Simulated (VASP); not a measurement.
Consider the following.

```yaml
crystal:
  lattice:
    - [1.37000, -2.37291, 0.00000]
    - [1.37000, 2.37291, 0.00000]
    - [0.00000, 0.00000, 4.39000]
  atoms:
    - { symbol: Tc, position: [0.33333, 0.66667, 0.25000] }
    - { symbol: Tc, position: [0.66667, 0.33333, 0.75000] }
```

All values below come from PBE GGA, VASP's PBE PAW potentials (set 64) (plane waves; VASP). Numerical set-up: 400 eV cut-off, 12×12×6 Γ-centred mesh, first-order Methfessel-Paxton smearing of 0.10 eV, potentials Tc_pv.

**Question.** Predict the energy per atom (σ→0), pressure, band gap (on the k-mesh) with the smallest direct gap where there is one.

**Answer.** 
The band gap (on the k-mesh) comes out as none (metal, semimetal or under 0.01 eV), the energy per atom (σ→0) is -10.348 eV/atom and the pressure is 1.65 GPa.

The absolute energy has meaning only against runs of the same code, potentials and settings.

The compound is Tc in the hcp structure. The cell was not relaxed at this level.
